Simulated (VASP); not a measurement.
Data:

```
CELL_PARAMETERS angstrom
     -2.09696     2.09696     2.09696
      2.09696    -2.09696     2.09696
      2.09696     2.09696    -2.09696
ATOMIC_POSITIONS crystal
  Na 0.00000 0.00000 0.00000
```

These are revTPSS meta-GGA, VASP's PBE PAW potentials (set 64) (plane waves; VASP) values and carry that method's errors. Settings: 520 eV cut-off, 14×14×14 Γ-centred mesh, tetrahedra with Blöchl corrections, potentials Na_pv.

Give the energies of bands 4 to 6 at the high-symmetry points, in eV from the Fermi level.

| band | Γ | H | N | P |
|---|---|---|---|---|
| 4 | -3.31 | 4.39 | 0.69 | 2.64 |
| 5 | 11.69 | 4.39 | 1.23 | 2.64 |
| 6 | 11.69 | 4.90 | 8.11 | 2.64 |

It has no gap at this level: it comes out as a metal or semimetal.

The compound is Na in the bcc structure. It was relaxed first.
